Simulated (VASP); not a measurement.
Input of a VASP 6.6.1 run:

Contents of INCAR:

```
SYSTEM = TlCuS3
PREC = Accurate
ENCUT = 520
EDIFF = 1E-6
ISMEAR = 0
SIGMA = 0.1
LREAL = .FALSE.
LASPH = .TRUE.
NELM = 60
ALGO = Fast
ISIF = 2
LWAVE = .FALSE.
LCHARG = .FALSE.
GGA = PE
NBANDS = 29
```

KPOINTS

```
regular mesh
0
G
  8 8 8
  0 0 0
```

Contents of POSCAR:

```
TlCuS3
1.0
    4.6970315041      0.0000000000      0.0000000000
    0.0000000000      4.6970315041      0.0000000000
    0.0000000000      0.0000000000      4.6970315041
Tl Cu S
1 1 3
Direct
    0.5000000000      0.5000000000      0.5000000000
    0.0000000000      0.0000000000      0.0000000000
    0.5000000000      0.0000000000      0.0000000000
    0.0000000000      0.5000000000      0.0000000000
    0.0000000000      0.0000000000      0.5000000000
```

Potentials or basis: VASP PAW PBE potentials, release 64 (Tl_d, Cu, S).

The run is started by

```bash
$ cat potpaw_PBE.64/Tl_d/POTCAR potpaw_PBE.64/Cu/POTCAR potpaw_PBE.64/S/POTCAR > POTCAR
$ mpirun -np 1 vasp_std > vasp.out
```

(1) What does it give for the pressure?

(2) Estimate the band gap on the k mesh.

Answers

(1) 0.0 GPa.

(2) none (metal or under the smearing width).

Caveat: the run has no spin polarisation, though such a crystal can be magnetic.
